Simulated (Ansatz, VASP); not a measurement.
# TiTe2: VASP beside Ansatz

One calculation is typed for both programs; each brings its own data sets and cutoff. How far apart do they land? The cell is taken from a series of VASP runs on this material, whose earlier steps may have relaxed, scaled or displaced it; both programs get it as it stands.

Calculated with Ansatz 0.2.0; plane waves, with VASP 6.6.1 beside it; relaxation of cell and atoms at LDA and zone-centre phonons at LDA.

## (1) Set-up

The structure is trigonal, space group P-3m1 (No. 164). The conventional cell has a = 3.668 Å, b = 3.668 Å, c = 6.327 Å, α = 90.00°, β = 90.00°, γ = 120.00°. Nearest to Te lie 3 Ti at 2.72 Å. Nearest to Ti lie 6 Te at 2.72 Å. Farther neighbours and most contacts between anions are not listed.

As a file:

```cif
data_structure
_symmetry_space_group_name_H-M 'P 1'
_symmetry_Int_Tables_number 1
_cell_length_a 3.6679
_cell_length_b 3.6679
_cell_length_c 6.3273
_cell_angle_alpha 90.000
_cell_angle_beta 90.000
_cell_angle_gamma 120.000
_cell_volume 73.72
loop_
_atom_site_label
_atom_site_type_symbol
_atom_site_fract_x
_atom_site_fract_y
_atom_site_fract_z
_atom_site_occupancy
Te1 Te 0.33333 0.66667 0.73005 1
Te2 Te 0.66667 0.33333 0.26995 1
Ti3 Ti 0.00000 0.00000 0.00000 1
```

## (2) VASP: relaxation of cell and atoms, LDA

The relaxed volume is the usual yardstick between codes: its relative difference is about their pressure difference at one cell divided by the bulk modulus.

Lines of VASP's logs that name or quote its potential files are left out, and so is its time.

The input, INCAR:

```
SYSTEM = TiTe2
PREC = Accurate
ENCUT = 450
EDIFF = 1E-07
NELM = 100
ISMEAR = 1
SIGMA = 0.15
LREAL = .FALSE.
ALGO = Normal
GGA = CA
NBANDS = 18
LORBIT = 11
LWAVE = .FALSE.
LCHARG = .FALSE.
KPAR = 4
IBRION = 2
NSW = 50
ISIF = 3
EDIFFG = -0.002
```

The input, POSCAR:

```
TiTe2
1.0
    3.6678648296      0.0000000000      0.0000000000
   -1.8339324148      3.1764641201      0.0000000000
    0.0000000000      0.0000000000      6.3272835328
Te Ti
2 1
Direct
    0.3333333333      0.6666666667      0.7300481572
    0.6666666667      0.3333333333      0.2699518428
    0.0000000000      0.0000000000      0.0000000000
```

The input, KPOINTS:

```
Automatic mesh
0
Gamma
12 12 6
0 0 0
```

Potentials, in the order of the species: Te and Ti_sv (LDA family, release 64).

Command:

```console
$ mpirun -np 4 vasp_std
```

Numbers of over 12 decimals in the logs are rounded to 6 here.

Log:

```text
[banner, memory and clock lines left out]
running    4 mpi-ranks, on    1 nodes
 distrk:  each k-point on    1 cores,    4 groups
 distr:  one band on    1 cores,    1 groups

 POSCAR found type information on POSCAR TeTi
 POSCAR found :  2 types and       3 ions
 LDA part: xc-table for (Slater(with rela. corr.)+CA(PZ))
 , standard interpolation
 POSCAR, INCAR and KPOINTS ok, starting setup
 FFT: planning ... GRIDC
 FFT: planning ... GRID_SOFT
 FFT: planning ... GRID
 WAVECAR not read
 entering main loop
       N       E                     dE             d eps       ncg     rms          rms(c)
DAV:   1     0.167138123233E+03    0.16714E+03   -0.10112E+04  3600   0.113E+03
DAV:   2    -0.503618455464E+01   -0.17217E+03   -0.16868E+03  3900   0.297E+02
DAV:   3    -0.197417860241E+02   -0.14706E+02   -0.14318E+02  5548   0.814E+01
DAV:   4    -0.202563559275E+02   -0.51457E+00   -0.51298E+00  4568   0.142E+01
DAV:   5    -0.202748044625E+02   -0.18449E-01   -0.18443E-01  5452   0.263E+00    0.126E+01
DAV:   6    -0.202358598583E+02    0.38945E-01   -0.32866E+01  4220   0.378E+01    0.123E+01
DAV:   7    -0.185483068547E+02    0.16876E+01   -0.23089E+01  4562   0.301E+01    0.510E+00
DAV:   8    -0.183476929607E+02    0.20061E+00   -0.12606E+00  4170   0.809E+00    0.162E+00
DAV:   9    -0.183536399563E+02   -0.59470E-02   -0.11584E-01  4858   0.211E+00    0.121E+00
DAV:  10    -0.183468933292E+02    0.67466E-02   -0.11540E-01  4424   0.260E+00    0.628E-01
DAV:  11    -0.183455789829E+02    0.13143E-02   -0.21409E-02  4306   0.108E+00    0.314E-01
DAV:  12    -0.183452718339E+02    0.30715E-03   -0.35619E-03  4368   0.419E-01    0.156E-01
DAV:  13    -0.183452322591E+02    0.39575E-04   -0.17505E-04  4408   0.106E-01    0.313E-02
DAV:  14    -0.183452320922E+02    0.16688E-06   -0.73480E-06  4256   0.201E-02    0.197E-02
DAV:  15    -0.183452305752E+02    0.15170E-05   -0.51109E-06  4482   0.177E-02    0.595E-03
DAV:  16    -0.183452304240E+02    0.15117E-06   -0.90433E-07  4696   0.568E-03    0.212E-03
DAV:  17    -0.183452304197E+02    0.42760E-08   -0.19642E-08  2158   0.110E-03
   1 F= -.18345230E+02 E0= -.18345670E+02  d E =-.183452E+02
 curvature:   0.00 expect dE= 0.000E+00 dE for cont linesearch  0.000E+00
 trial: gam= 0.00000 g(F)=  0.849E-07 g(S)=  0.933E-05 ort = 0.000E+00 (trialstep = 0.100E+01)
 search vector abs. value=  0.942E-05
 bond charge predicted
       N       E                     dE             d eps       ncg     rms          rms(c)
DAV:   1    -0.183453412574E+02   -0.11083E-03   -0.21489E-03  3866   0.515E-01    0.933E-02
DAV:   2    -0.183453787882E+02   -0.37531E-04   -0.23788E-03  4868   0.374E-01    0.778E-02
DAV:   3    -0.183452350053E+02    0.14378E-03   -0.10275E-03  4430   0.199E-01    0.225E-02
DAV:   4    -0.183452285360E+02    0.64694E-05   -0.36397E-05  4362   0.504E-02    0.601E-03
DAV:   5    -0.183452290654E+02   -0.52943E-06   -0.39736E-06  5048   0.109E-02    0.733E-03
DAV:   6    -0.183452297405E+02   -0.67510E-06   -0.97061E-07  5604   0.572E-03    0.263E-03
DAV:   7    -0.183452299137E+02   -0.17321E-06   -0.49087E-07  4272   0.306E-03    0.142E-03
DAV:   8    -0.183452299451E+02   -0.31426E-07   -0.68324E-08  2356   0.166E-03
   2 F= -.18345230E+02 E0= -.18345668E+02  d E =0.474608E-06
 trial-energy change:    0.000000  1 .order   -0.000000   -0.000009    0.000008
 step:   0.4472(harm=  0.5276)  dis= 0.00002  next Energy=   -18.345232 (dE=-0.202E-05)
 bond charge predicted
       N       E                     dE             d eps       ncg     rms          rms(c)
DAV:   1    -0.183452667525E+02   -0.36839E-04   -0.66203E-04  3868   0.285E-01    0.520E-02
DAV:   2    -0.183452784240E+02   -0.11672E-04   -0.73599E-04  4874   0.208E-01    0.431E-02
DAV:   3    -0.183452339084E+02    0.44516E-04   -0.31635E-04  4442   0.111E-01    0.126E-02
DAV:   4    -0.183452319085E+02    0.19999E-05   -0.11063E-05  4372   0.278E-02    0.330E-03
DAV:   5    -0.183452320618E+02   -0.15329E-06   -0.12191E-06  5010   0.607E-03    0.402E-03
DAV:   6    -0.183452322647E+02   -0.20294E-06   -0.27723E-07  4180   0.318E-03    0.133E-03
DAV:   7    -0.183452323209E+02   -0.56109E-07   -0.20282E-07  3716   0.187E-03
   3 F= -.18345232E+02 E0= -.18345671E+02  d E =-.190112E-05
 curvature:  -0.26 expect dE=-0.910E-07 dE for cont linesearch -0.216E-09
 trial: gam= 0.04718 g(F)=  0.351E-06 g(S)=  0.397E-08 ort =-0.891E-07 (trialstep = 0.889E+00)
 search vector abs. value=  0.368E-06
 reached required accuracy - stopping structural energy minimisation
```

OUTCAR, selected parts (step 2):

```text
ion  position               nearest neighbor table
   1  0.333  0.667  0.730-   3 2.72   3 2.72   3 2.72   2 3.60   2 3.60   2 3.60
   2  0.667  0.333  0.270-   3 2.72   3 2.72   3 2.72   1 3.60   1 3.60   1 3.60
   3  0.000  0.000  0.000-   1 2.72   2 2.72   2 2.72   1 2.72   2 2.72   1 2.72

  LATTYP: Found a hexagonal cell.
 ALAT       =     3.6678648296
 C/A-ratio  =     1.7250590812

 Subroutine GETGRP returns: Found 12 space group operations
 (whereof 12 operations were pure point group operations)

The static configuration has the point symmetry D_3d.

 Found    100 irreducible k-points:

   k-points           NKPTS =    100   k-points in BZ     NKDIM =    100   number of bands    NBANDS=     18

   dimension x,y,z NGX =    28 NGY =   28 NGZ =   48
   dimension x,y,z NGXF=    56 NGYF=   56 NGZF=   96

   ENCUT  =  450.0 eV  33.07 Ry    5.75 a.u.   6.34  6.34 10.94*2*pi/ulx,y,z

   NELECT =      24.0000    total number of electrons

 k-points in reciprocal lattice and weights: Automatic mesh
   0.00000000  0.00000000  0.00000000       0.001
   0.08333333 -0.00000000  0.00000000       0.007
   0.16666667 -0.00000000  0.00000000       0.007
   0.25000000 -0.00000000  0.00000000       0.007
   0.33333333 -0.00000000  0.00000000       0.007
   0.41666667 -0.00000000  0.00000000       0.007
   0.50000000 -0.00000000  0.00000000       0.003
   0.08333333  0.08333333  0.00000000       0.007
   0.16666667  0.08333333  0.00000000       0.014
[...]
0.33333333  0.25000000  0.50000000       0.014
   0.33333333  0.33333333  0.50000000       0.002

 average (electrostatic) potential at core
       1 -87.2311       2 -87.2311       3 -73.4958

 E-fermi :   7.7325

 k-point     1 :       0.0000    0.0000    0.0000
  band No.  band energies     occupation
    ...
      5      -5.1809      2.00000
      6      -3.4087      2.00000
      7       2.0105      2.00000
      8       6.0824      2.00000
      9       6.0824      2.00000
     10       7.9446     -0.06249
     11       8.1588     -0.00044
     12       8.1588     -0.00044
     13       8.5308     -0.00000
     14       9.0906     -0.00000
    ...

 k-point     2 :       0.0833   -0.0000    0.0000
  band No.  band energies     occupation
    ...
      6      -3.3628      2.00000
      7       2.1140      2.00000
      8       5.8604      2.00000
      9       6.0953      2.00000
     10       7.6652      1.68165
     11       7.9379     -0.06566
     12       7.9850     -0.03857
     13       8.4389     -0.00000
     14       8.9145     -0.00000
     15       9.1589     -0.00000
    ...

 k-point     3 :       0.1667   -0.0000    0.0000
  band No.  band energies     occupation
    ...
      7       2.4175      2.00000
      8       5.3032      2.00000
      9       6.1201      2.00000
     10       6.5072      2.00000
     11       7.5125      2.05822
     12       7.8601     -0.00389
     13       8.0116     -0.02445
     14       8.8625     -0.00000
     15       9.1671     -0.00000
     16      10.7541      0.00000
    ...

  Total        0.0000992      0.0000992     -0.0004767      0.0000000      0.0000000      0.0000000
  in kB        0.0021568      0.0021568     -0.0103629      0.0000000      0.0000000      0.0000000
  external PRESSURE =      -0.0020164 kB  Pullay stress =       0.0000000 kB

  energy-cutoff  :      450.00
  volume of cell :       73.70
      direct lattice vectors                 reciprocal lattice vectors
     3.667531655  0.000000000  0.000000000     0.272662950  0.157422028 -0.000000000
    -1.833765827  3.176175582 -0.000000000     0.000000000  0.314844055 -0.000000000
     0.000000000  0.000000000  6.326547819     0.000000000  0.000000000  0.158064086

 POSITION                                       TOTAL-FORCE (eV/Angst)
 -----------------------------------------------------------------------------------
     -0.00000      2.11745      4.61870        -0.000000     -0.000000     -0.001908
      1.83377      1.05873      1.70784         0.000000      0.000000      0.001908
     -1.83377      3.17618     -0.00000        -0.000000      0.000000     -0.000000
 -----------------------------------------------------------------------------------
    total drift:                               -0.000000      0.000000      0.000000

  FREE ENERGIE OF THE ION-ELECTRON SYSTEM (eV)
  ---------------------------------------------------
  free  energy   TOTEN  =       -18.3452323209 eV

  energy  without entropy=      -18.3465496828  energy(sigma->0) =      -18.34567144

 reached required accuracy - stopping structural energy minimisation

 total charge
# of ion       s       p       d       tot
------------------------------------------
    1        1.390   2.012   0.050   3.451
    2        1.390   2.012   0.050   3.451
    3        2.174   6.134   1.961  10.269
--------------------------------------------------
tot          4.953  10.159   2.060  17.172

[... 3 further parts left out ...]
```

CONTCAR:

```
TiTe2
   1.00000000000000
     3.6675316547491921    0.0000000000000000    0.0000000000000000
    -1.8337658273745960    3.1761755822152931   -0.0000000000000000
     0.0000000000000000    0.0000000000000000    6.3265478193385416
  Te              Ti
     2     1
Direct
     0.3333333332999970    0.6666666667000030    0.7300513548760038
     0.6666666667000030    0.3333333332999970    0.2699486451239962
     0.0000000000000000    1.0000000000000000    0.0000000000000000
```

This run has no spin polarisation, so a moment on Ti, if there is one, isn't seen.

## (3) Ansatz: relaxation of cell and atoms, LDA

Ansatz runs on its default PAW (the set named soft_2) files.

The same cell, functional (in two slightly different forms), mesh and smearing now go to Ansatz, which takes its cutoff from its data sets.

The input, input.yaml:

```yaml
crystal:
  lattice:
    - [3.6678648296, 0.0, 0.0]
    - [-1.8339324148, 3.1764641201, 0.0]
    - [0.0, 0.0, 6.3272835328]
  atoms:
    - { symbol: Te, position: [0.3333333333, 0.6666666667, 0.7300481572] }
    - { symbol: Te, position: [0.6666666667, 0.3333333333, 0.2699518428] }
    - { symbol: Ti, position: [0.0, 0.0, 0.0] }
hamiltonian:
  xc: lda
  pseudopotentials: { kind: paw }
kpoints:
  mp_grid: { grid: [12, 12, 6] }
scf:
  occupations: { method: methfessel_paxton, width: 0.15 }
relax:
  f_tol: 0.01
  max_steps: 60
  cell: { stress_tol: 0.05 }
output:
  forces: true
  stress: true
```

Command:

```console
$ ansatz run input.yaml --threads 4 --pin off --max-ram 9216MiB --backend cpu --events-out ev --progress --plain --runs-dir out
```

Log:

```text
Engine: ansatz 0.2.0, aarch64-unknown-linux-gnu
Pseudopotentials: kind: paw
Pseudopotential: Te, paw, valence charge 16, recommended cutoff 420 eV (normal), Te.paw.azcp
Pseudopotential: Ti, paw, valence charge 12, recommended cutoff 420 eV (normal), Ti.paw.azcp
Functional definition: SPW92
  exchange = slater_x
  correlation = pw_c
Crystal: 3 atoms, lattice volume = 73.718 Å³
Basis set: ecut = 420 eV, 1437 PW (Γ)
Bands: 27, of which v1, the nominal top of the filled ones, is band 22 counted from 1 (21 counted from 0)
Symmetry: 12 space group operations
Space group: P-3m1 (ITA 164), of the structure as read, at distance tolerance 4.2e-5 Å
k-points: 100 of 864
Non-local potential: Te, projectors of the file, l = 0: 2, l = 1: 2, l = 2: 2, l = 3: 2
Non-local potential: Ti, projectors of the file, l = 0: 3, l = 1: 2, l = 2: 3, l = 3: 1
PAW form: soft (Blöchl's): semilocal exchange-correlation on the pseudo side does not see the compensation charge
PAW frozen core: Te, regenerated for the run's functional, and the local potential with it (the file was generated under x = pbe(κ = 0.804, μ = 0.219515), c = pbe(β = 0.066725))
PAW frozen core: Ti, regenerated for the run's functional, and the local potential with it (the file was generated under x = pbe(κ = 0.804, μ = 0.219515), c = pbe(β = 0.066725))
PAW one-centre angular grid: Te, 590 points (default); XC on 64 Gauss nodes
PAW one-centre angular grid: Ti, 590 points (default); XC on 64 Gauss nodes
Initial density: superposition of atomic densities (neutral atoms: chi_scale 0, normalization atom), corrected by the library's trained network
Initial wavefunctions: pseudopotential atomic-orbital guess
Functional: x = slater, c = lda
SCF iter   1: F=—  HF=-16106.898617 eV  |F-HF|=—  |Δ(HF+E_count)|=         —  Δρ=6.47e-3  dr2=2.70e-2  ethr=1.77e-3  ⟨swp⟩=5.4  Hψ=11811  notcnv=0
preconditioner: auto → Kerker (q_TF=auto, 2.503 Å⁻¹)  [metal: Δε(μ)=0.019 eV  Ē_g=6.655 eV  σ=0.150 eV  W_gap=0.11  n_scr=22 (ndim 8)  ℏωp=17.3 eV  f_vac=0.006  D(μ)=1.13/eV (n_scr^D=2)]
SCF iter   2: F=—  HF=-16106.894006 eV  |F-HF|=—  |Δ(HF+E_count)|=   4.61e-3  S|Δr|=    0.00e0  Δρ=3.48e-3  dr2=7.68e-3  ethr=6.13e-5  ⟨swp⟩=1.0  Hψ=3500  notcnv=0
SCF iter   3: F=—  HF=-16106.892867 eV  |F-HF|=—  |Δ(HF+E_count)|=   1.14e-3  S|Δr|=    0.00e0  Δρ=3.93e-4  dr2=1.52e-4  ethr=1.75e-5  ⟨swp⟩=2.3  Hψ=4795  notcnv=0
SCF iter   4: F=—  HF=-16106.892822 eV  |F-HF|=—  |Δ(HF+E_count)|=   4.43e-5  S|Δr|=    0.00e0  Δρ=1.48e-4  dr2=1.92e-5  ethr=3.47e-7  ⟨swp⟩=2.0  Hψ=4782  notcnv=0
SCF iter   5: F=—  HF=-16106.892807 eV  |F-HF|=—  |Δ(HF+E_count)|=   1.49e-5  S|Δr|=    0.00e0  Δρ=5.45e-5  dr2=4.82e-6  ethr=4.37e-8  ⟨swp⟩=2.0  Hψ=4489  notcnv=0
SCF iter   6: F=—  HF=-16106.892806 eV  |F-HF|=—  |Δ(HF+E_count)|=   1.32e-6  S|Δr|=    0.00e0  Δρ=1.06e-5  dr2=1.27e-7  ethr=1.09e-8  ⟨swp⟩=2.4  Hψ=4117  notcnv=0
SCF iter   7: F=-16106.892806 eV  HF=-16106.892806 eV  |F-HF|=2.14e-8  |Δ(HF+E_count)|=   2.84e-8  S|Δr|=    0.00e0  Δρ=4.59e-6  dr2=2.45e-8  ethr=2.27e-10  ⟨swp⟩=4.8  Hψ=8397  notcnv=0
SCF 1 converged in 7 iterations: F = -16106.892806 eV  dr2 = 2.45e-8
  greatest PAW one-centre occupation: 0.999 electrons in one spin orbital (limit 2), on the Te atom at site 1 (counted from 0), in its partial waves of l = 2
relax step   1: F+E_penalty+E_count = -16106.89280610 eV  Δ(F+E_penalty+E_count) = +0.000e0 eV  max|allowed force component| = 3.489e-2 eV/Å  Δτ_max = 0.0000 Å  P = -0.102 GPa  Ω = 73.718 Å³  (7 SCF iters, dr2 threshold 1.00e-7 eV, accepted)
[...]
relax step   2: F+E_penalty+E_count = -16106.89171841 eV  Δ(F+E_penalty+E_count) = +1.088e-3 eV  max|allowed force component| = 9.753e-2 eV/Å  Δτ_max = 0.0177 Å  P = +0.155 GPa  Ω = 74.111 Å³  energy of the carried Pulay correction = -1.040e-4 eV  (6 SCF iters, dr2 threshold 7.61e-8 eV, rejected (line search))
[...]
relax step   3: F+E_penalty+E_count = -16106.89291231 eV  Δ(F+E_penalty+E_count) = -1.062e-4 eV  max|allowed force component| = 6.697e-4 eV/Å  Δτ_max = 0.0043 Å  P = -0.019 GPa  Ω = 73.791 Å³  energy of the carried Pulay correction = -1.919e-5 eV  (9 SCF iters, accepted)
[...]
relax step   4: F+E_penalty+E_count = -16106.89293223 eV  Δ(F+E_penalty+E_count) = -1.993e-5 eV  max|allowed force component| = 6.694e-4 eV/Å  Δτ_max = 0.0000 Å  P = -0.018 GPa  Ω = 73.791 Å³  stress off target by 2.58e-2 GPa  SCF on the basis re-selected at this cell (its energy is not comparable with the rows above)  (4 SCF iters)
basis re-selected at this cell: Δ(F+E_penalty+E_count) = -1.993e-5 eV, ΔP = +0.000 GPa vs the last step (what re-selecting the basis moved, of the pressure what is left beyond the Pulay correction that the steps carried, after the strain that the cell walked since its last selection, with what the two solves' SCF thresholds leave and, on support functions, any second-order correction that the steps lacked; it is no m [...]
SCF converged after 4 iterations
Stability not checked: this state was not tested for a lower state beside it, because cold or Methfessel-Paxton smearing, or corrected tetrahedra, fill the levels in a way that the test cannot read (fill_not_monotonic; see scf.lower_state_search)
Free energy (F): -16106.892932 eV
Harris-Foulkes:  -16106.892932 eV  (|F-HF|=7.28e-12)
Internal energy: -16106.894274 eV  (E = F + TS)
E sigma→0 (E₀):  -16106.893268 eV
Entropy (-TS):   0.001342 eV (0.447 meV/atom)
Fermi energy:    11.307065 eV
--- Per-component energies (eV) ---
  E_band       = -621.742478
  E_kinetic    = 638.947832
  E_local      = -3193.409026  (includes V_loc(G=0)·N_el)
  E_nonlocal   = -596.683149
  E_hartree    = 1900.624152
  E_xc         = -346.442462
  E_vxc        = -334.093781  (∫ρ·V_xc dr)
  E_paw        = -10019.788690  (= ΣΔE_a)
  E_vpaw       = -937.752293  (= ΣTr[D̂ρ^β])
  E_aug_tail   = -0.000303  (compensation charges beyond the density's cutoff)
  E_ewald      = -4491.825901
  E_core_change = 1.683273  (= ΣΔE_core)
  E_smearing   = 0.001342  (= −TS)
  E_closure    = 0.000000  (closes the sum)
  Σ components = -16106.892932   (vs F -16106.892932, Δ=0.00e0)
--- Forces (eV/Å), atoms counted from 1 ---
  atom   1  Te    -0.00000000    -0.00000000     0.00066940
  atom   2  Te     0.00000000     0.00000000    -0.00066940
  atom   3  Ti     0.00000000     0.00000000     0.00000000
  max |Σ_I F_I| component: 1.16e-18 eV/Å
--- Stress (GPa, compression-positive) ---
       -0.025819      -0.000000       0.000000
       -0.000000      -0.025819       0.000000
        0.000000       0.000000      -0.003590
  P = ⅓ Tr σ = -0.0184 GPa (-0.184 kbar)
--- Relaxed structure (3 steps of the walk, 2 accepted, 1 SCFs on fresh bases) ---
  F+E_penalty+E_count = -16106.89293223 eV   max|allowed force component| = 6.694e-4 eV/Å   (the final SCF, on the basis selected at the relaxed cell)
  cell:  # Å, volume = 73.7905 Å³
    - [3.668115, 0, 0]
    - [-1.834058, 3.176681, 1.0733782945691642e-19]
    - [0.0, 2.1380908302212552e-19, 6.332629]
  atoms:
    - { symbol: Te, position: [0.333333, 0.666667, 0.730732] }
    - { symbol: Te, position: [0.666667, 0.333333, 0.269268] }
    - { symbol: Ti, position: [0.0, 0.0, 0.0] }
```

Wall time 10 s (4 threads of Arm Neoverse V1, shared host); peak memory 0.54 GiB.

## (4) Differences

Known differences besides the potentials themselves: the two LDA forms differ slightly; both relaxations stop at a tolerance, which leaves soft axes loose, and VASP keeps its plane-wave basis; the data sets hold 44 valence electrons in Ansatz (default PAW (the set named soft_2) files) and 24 in VASP; the cutoff is 420 eV in Ansatz and 450 eV in VASP; VASP's log shows a relativistic correction to its local exchange, Ansatz's none; Ansatz adds a Pulay correction to the stress that steers its cell, VASP none. Total energies have different zeros and are not compared.

The two programs side by side:

| quantity | Ansatz | VASP | difference |
| --- | --- | --- | --- |
| volume (Å³) | 73.79 | 73.70 | +0.13 % |
| edge a after relaxation, in the typed setting (Å) | 3.668 | 3.667 | +0.02 % |
| edge c after relaxation, in the typed setting (Å) | 6.333 | 6.327 | +0.10 % |

The walks stopped with -0.02 GPa left in Ansatz and 0.00 GPa in VASP; each walk ends within a tolerance, so the volume difference is uncertain by about these residues over the bulk modulus, most in soft cells.

(Continued in part 2 of 2.)

[Lines on the potential files, build, host, timing and source positions are cut from VASP's logs without a mark.]

[Logs are printed without paths, hosts, clocks, repeated set-up lines and the standing remarks that a program may print on its own settings, such as how far it seeks lower states.]

[Hosts, paths, dates, database ids (printed as entryN), source tags and the programs' standing remarks are cut or masked in the printed files.]
